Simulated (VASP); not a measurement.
Output of a VASP run:

**OUTCAR**
```
 ion  position               nearest neighbor table
   1  0.000  0.000  0.000-   2 2.70   2 2.70   2 2.70   2 2.70   2 2.70   2 2.70   2 2.70   2 2.70
  LATTYP: Found a simple orthorhombic cell.
 ALAT       =     2.8673139389
 B/A-ratio  =     1.0100000000
 C/A-ratio  =     1.2321317293
 Subroutine PRICEL returns:
 Original cell was already a primitive cell.
 Subroutine GETGRP returns: Found  8 space group operations
The static configuration has the point symmetry D_2h.
The dynamic configuration has the point symmetry D_2h.
 Subroutine INISYM returns: Found  8 space group operations
 Subroutine IBZKPT returns following result:
 Found    294 irreducible k-points:

 Following reciprocal coordinates:
            Coordinates               Weight
  0.000000  0.000000  0.000000      1.000000
  0.083333  0.000000  0.000000      2.000000
  0.166667  0.000000  0.000000      2.000000
  0.250000  0.000000  0.000000      2.000000
  0.333333  0.000000  0.000000      2.000000
  0.416667  0.000000  0.000000      2.000000
  0.500000  0.000000  0.000000      1.000000
  0.000000  0.083333  0.000000      2.000000
  0.083333  0.083333  0.000000      4.000000
  0.166667  0.083333  0.000000      4.000000
  0.250000  0.083333  0.000000      4.000000
  0.333333  0.083333  0.000000      4.000000
  0.416667  0.083333  0.000000      4.000000
  0.500000  0.083333  0.000000      2.000000
  0.000000  0.166667  0.000000      2.000000
  0.083333  0.166667  0.000000      4.000000
  0.166667  0.166667  0.000000      4.000000
  0.250000  0.166667  0.000000      4.000000
  0.333333  0.166667  0.000000      4.000000
  0.416667  0.166667  0.000000      4.000000
  0.500000  0.166667  0.000000      2.000000
  0.000000  0.250000  0.000000      2.000000
  0.083333  0.250000  0.000000      4.000000
  0.166667  0.250000  0.000000      4.000000
  0.250000  0.250000  0.000000      4.000000
  0.333333  0.250000  0.000000      4.000000
  0.416667  0.250000  0.000000      4.000000
  0.500000  0.250000  0.000000      2.000000
  0.000000  0.333333  0.000000      2.000000
  0.083333  0.333333  0.000000      4.000000
  0.166667  0.333333  0.000000      4.000000
  0.250000  0.333333  0.000000      4.000000
  0.333333  0.333333  0.000000      4.000000
  0.416667  0.333333  0.000000      4.000000
  0.500000  0.333333  0.000000      2.000000
  0.000000  0.416667  0.000000      2.000000
  0.083333  0.416667  0.000000      4.000000
  0.166667  0.416667  0.000000      4.000000
  0.250000  0.416667  0.000000      4.000000
  0.333333  0.416667  0.000000      4.000000
   k-points           NKPTS =    294   k-points in BZ     NKDIM =    294   number of bands    NBANDS=     15
   number of dos      NEDOS =    301   number of ions     NIONS =      2
   total plane-waves  NPLWV =  13440
   dimension x,y,z NGX =    20 NGY =   24 NGZ =   28
   dimension x,y,z NGXF=    40 NGYF=   48 NGZF=   56
   ions per type =               1   1
   PREC   = accura    normal or accurate (medium, high low for compatibility)
   ISTART =      0    job   : 0-new  1-cont  2-samecut
   ICHARG =      2    charge: 1-file 2-atom 10-const
   ISPIN  =      1    spin polarized calculation?
   LNONCOLLINEAR =      F non collinear calculations
   LSORBIT =      F    spin-orbit coupling
   INIWAV =      1    electr: 0-lowe 1-rand  2-diag
   ENCUT  =  480.0 eV  35.28 Ry    5.94 a.u.   5.12  5.17  6.31*2*pi/ulx,y,z
   NELM   =    100;   NELMIN=  2; NELMDL= -5     # of ELM steps
   EDIFF  = 0.1E-06   stopping-criterion for ELM
   LREAL  =      F    real-space projection
   NLSPLINE    = F    spline interpolate recip. space projectors
   LMAXMIX     =    6 max onsite mixed and CHGCAR
   VOSKOWN=      0    Vosko Wilk Nusair interpolation
   EDIFFG = 0.1E-05   stopping-criterion for IOM
   NSW    =      0    number of steps for IOM
   NBLOCK =      1;   KBLOCK =      1    inner block; outer block
...
```

### OSZICAR
```
       N       E                     dE             d eps       ncg     rms          rms(c)
DAV:   1     0.706110459128E+02    0.70611E+02   -0.11185E+04  9203   0.201E+03
DAV:   2    -0.631614467579E+02   -0.13377E+03   -0.12721E+03  9072   0.331E+02
DAV:   3    -0.678438509163E+02   -0.46824E+01   -0.46353E+01 10921   0.736E+01
DAV:   4    -0.678973600854E+02   -0.53509E-01   -0.53491E-01 10025   0.665E+00
DAV:   5    -0.678991725473E+02   -0.18125E-02   -0.18124E-02 13503   0.135E+00    0.116E+01
DAV:   6    -0.621122382683E+02    0.57869E+01   -0.15144E+01  9038   0.104E+02    0.684E+00
DAV:   7    -0.615653154844E+02    0.54692E+00   -0.39007E+00 10073   0.951E+01    0.541E+00
DAV:   8    -0.615473957360E+02    0.17920E-01   -0.17391E-01 13360   0.990E+00    0.291E+00
DAV:   9    -0.615510895086E+02   -0.36938E-02   -0.37503E-02 11596   0.379E+00    0.349E-01
DAV:  10    -0.615500270049E+02    0.10625E-02   -0.12811E-02 11066   0.182E+00    0.767E-02
DAV:  11    -0.615516460544E+02   -0.16190E-02   -0.42942E-03 10185   0.119E+00    0.809E-02
DAV:  12    -0.615522859858E+02   -0.63993E-03   -0.52108E-04 11910   0.322E-01    0.425E-02
DAV:  13    -0.615523062928E+02   -0.20307E-04   -0.18021E-04 11356   0.328E-01    0.769E-03
DAV:  14    -0.615523260081E+02   -0.19715E-04   -0.14192E-05 10361   0.473E-02    0.243E-03
DAV:  15    -0.615523265508E+02   -0.54272E-06   -0.45480E-07 10906   0.740E-03    0.123E-03
DAV:  16    -0.615523265921E+02   -0.41277E-07   -0.39275E-07 10472   0.755E-03
   1 F= -.61552327E+02 E0= -.61552345E+02  d E =0.555017E-04
```

**OUTCAR**
```
------------------------ aborting loop because EDIFF is reached ----------------------------------------
  FORCE on cell =-STRESS in cart. coord.  units (eV):
  Direction    XX          YY          ZZ          XY          YZ          ZX
  --------------------------------------------------------------------------------------
  Total       -0.1154217     -0.2601421     -0.2423378     -0.0000000      0.0000000      0.0000000
  in kB       -6.3036751    -14.2074783    -13.2351094     -0.0000000      0.0000000      0.0000000
  external PRESSURE =     -11.2487543 kB  Pullay stress =       0.0000000 kB
  volume of cell :       29.34
      direct lattice vectors                 reciprocal lattice vectors
     2.867313939  0.000000000  0.000000000     0.348758462  0.000000000  0.000000000
     0.000000000  2.895987078  0.000000000     0.000000000  0.345305408  0.000000000
     0.000000000  0.000000000  3.532908482     0.000000000  0.000000000  0.283052902
 POSITION                                       TOTAL-FORCE (eV/Angst)
 -----------------------------------------------------------------------------------
      0.00000      0.00000      0.00000         0.000000      0.000000      0.000000
      1.43366      1.44799      1.76645         0.000000      0.000000      0.000000
 -----------------------------------------------------------------------------------
    total drift:                                0.000000      0.000000      0.000000
  FREE ENERGIE OF THE ION-ELECTRON SYSTEM (eV)
  ---------------------------------------------------
  free  energy   TOTEN  =       -61.5523265921 eV

  energy  without entropy=      -61.5523820938  energy(sigma->0) =      -61.55234509
```
(Selected blocks of OUTCAR.)

File POSCAR:
```
CuAu
1
    2.8673139389     0.0000000000     0.0000000000
    0.0000000000     2.8959870783    -0.0000000000
    0.0000000000     0.0000000000     3.5329084820
Cu Au
1 1
Direct
  0.0000000000   0.0000000000   0.0000000000
  0.5000000000   0.5000000000   0.5000000000
```

**Question.** Reconstruct the remaining input files.

**Answer.** Several could match; the one computed here: the input of the run itself, r2SCAN meta-GGA, plane waves, VASP's PBE PAW potentials (set 64).

**KPOINTS**
```
Automatic mesh
0
Gamma
12 12 10
0 0 0
```

### INCAR
```
SYSTEM  =  CuAu
PREC  =  Accurate; ENCUT  =  480; LREAL  =  .FALSE.
LASPH  =  .TRUE.
EDIFF  =  1E-7; NELM  =  100; ALGO  =  Normal
LMAXMIX  =  6; LMIXTAU  =  .TRUE.
ISMEAR  =  1; SIGMA  =  0.1
METAGGA  =  R2SCAN
ISIF  =  2
LWAVE  =  .FALSE.; LCHARG  =  .FALSE.
```

POTCAR, in this order: Cu Au (PBE.64 set). Program: vasp_std.

The compound is CuAu in the L1_0 structure. This cell was strained or had an atom moved on purpose.
